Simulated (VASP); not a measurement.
Moving the functional in Ta3N

Space group P-3m1 (No. 164). a = 3.032 Å, b = 3.032 Å, c = 7.524 Å, α = 90.00°, β = 90.00°, γ = 120.00°
```tsv
atom	site	symmetry	x	y	z
Ta	2d	3m.	0.6667	0.3333	0.8261
Ta	1b	-3m.	0.0000	0.0000	0.5000
N	1a	-3m.	0.0000	0.0000	0.0000
```

The cell comes from a database or a generator and needn't be the stable form of this composition.

Kept alike: task band structure; k mesh 7 × 7 × 3; occupations fermi-dirac, width 0.05 eV; no spin polarisation. Program: VASP, PBE PAW files N, Ta_pv, 520 eV. The mesh is that of the run's cell of 4 atoms. No spin-orbit coupling.

```csv
functional,pressure (GPa)
SCAN,-7.95
TPSS,-2.95
r2SCAN,-2.99
```

Pressure is positive in compression; the values hold the error of the finite cutoff, so their zero can differ a little from the energy's minimum. For a metal such a mesh leaves the last digits unconverged. Runs of this series that gave no sound value for these columns are left out. All rows use potentials made for PBE.

Question: What does the functional change here?

Answer: The pressure runs from -7.95 (SCAN) to -2.95 GPa (TPSS). A positive pressure means that the functional's own cell is larger than the one given, a negative one that it is smaller.
